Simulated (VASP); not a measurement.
Output of a VASP run:

**OSZICAR**
```
       N       E                     dE             d eps       ncg     rms          rms(c)
DAV:   1     0.151989343458E+02    0.15199E+02   -0.42579E+03  2736   0.988E+02
DAV:   2    -0.122730005325E+02   -0.27472E+02   -0.26457E+02  4080   0.114E+02
DAV:   3    -0.126349091622E+02   -0.36191E+00   -0.36191E+00  3016   0.178E+01
DAV:   4    -0.126354769879E+02   -0.56783E-03   -0.56783E-03  4272   0.764E-01
DAV:   5    -0.126354771611E+02   -0.17317E-06   -0.17316E-06  3032   0.942E-03    0.490E+00
DAV:   6    -0.120973430944E+02    0.53813E+00   -0.16450E+00  2776   0.649E+00    0.246E+00
DAV:   7    -0.120301070193E+02    0.67236E-01   -0.19138E-01  3968   0.264E+00    0.928E-01
DAV:   8    -0.120203785363E+02    0.97285E-02   -0.21468E-02  3000   0.959E-01    0.114E-01
DAV:   9    -0.120204974242E+02   -0.11889E-03   -0.50086E-04  3624   0.188E-01    0.601E-02
DAV:  10    -0.120205611374E+02   -0.63713E-04   -0.14247E-04  3024   0.822E-02    0.145E-02
DAV:  11    -0.120205634368E+02   -0.22994E-05   -0.38488E-06  4280   0.173E-02    0.126E-02
DAV:  12    -0.120205630993E+02    0.33746E-06   -0.12898E-06  2960   0.710E-03    0.139E-03
DAV:  13    -0.120205631162E+02   -0.16921E-07   -0.23810E-08  1496   0.160E-03
   1 F= -.12020563E+02 E0= -.12020527E+02  d E =-.717961E-04
```

File OUTCAR:
```
------------------------ aborting loop because EDIFF is reached ----------------------------------------
  FORCE on cell =-STRESS in cart. coord.  units (eV):
  Direction    XX          YY          ZZ          XY          YZ          ZX
  --------------------------------------------------------------------------------------
  Total        0.0094190      0.3674771      0.3674771      0.0000000     -1.1662123      0.0000000
  in kB        0.5535362     21.5958176     21.5958176      0.0000000    -68.5357275      0.0000000
  external PRESSURE =      14.5817238 kB  Pullay stress =       0.0000000 kB
  volume of cell :       27.26
      direct lattice vectors                 reciprocal lattice vectors
     0.000000000  2.388803323  2.388803323    -0.209309823  0.209309823  0.209309823
     2.388803323  0.000000000  2.388803323     0.209309823 -0.209309823  0.209309823
     2.388803323  2.388803323  0.000000000     0.209309823  0.209309823 -0.209309823
 POSITION                                       TOTAL-FORCE (eV/Angst)
 -----------------------------------------------------------------------------------
      0.00000      0.00000      0.00000         2.410485      0.000000      0.000000
      1.34440      1.19440      1.19440        -2.410485      0.000000      0.000000
 -----------------------------------------------------------------------------------
    total drift:                                0.000031      0.000000      0.000000
  FREE ENERGIE OF THE ION-ELECTRON SYSTEM (eV)
  ---------------------------------------------------
  free  energy   TOTEN  =       -12.0205631162 eV

  energy  without entropy=      -12.0204913202  energy(sigma->0) =      -12.02052722
```
(Selected blocks of OUTCAR.)

File POSCAR:
```
BAs
1
    0.0000000000     2.3888033235     2.3888033235
    2.3888033235     0.0000000000     2.3888033235
    2.3888033235     2.3888033235     0.0000000000
B As
1 1
Direct
  0.0000000000   0.0000000000   0.0000000000
  0.2186035266   0.2813964734   0.2813964734
```

### Question
Reconstruct the remaining input files.

### Answer
This is not unique; one that fits is the input of the run itself, PBEsol GGA, plane waves, VASP's PBE PAW potentials (set 64).

**INCAR**
```
SYSTEM=BAs
PREC=Accurate; ENCUT=600; LREAL=.FALSE.
LASPH=.TRUE.
EDIFF=1E-7; NELM=100; ALGO=Normal
LMAXMIX=4
ISMEAR=0; SIGMA=0.05
GGA=PS
ISIF=2
LWAVE=.FALSE.; LCHARG=.FALSE.
```

### KPOINTS
```
K-points
0
gamma
10 10 10
```

POTCAR, in this order: B As (PBE.64 set). Program: vasp_std.

The compound is BAs in the zinc blende structure. This cell was strained or had an atom moved on purpose.
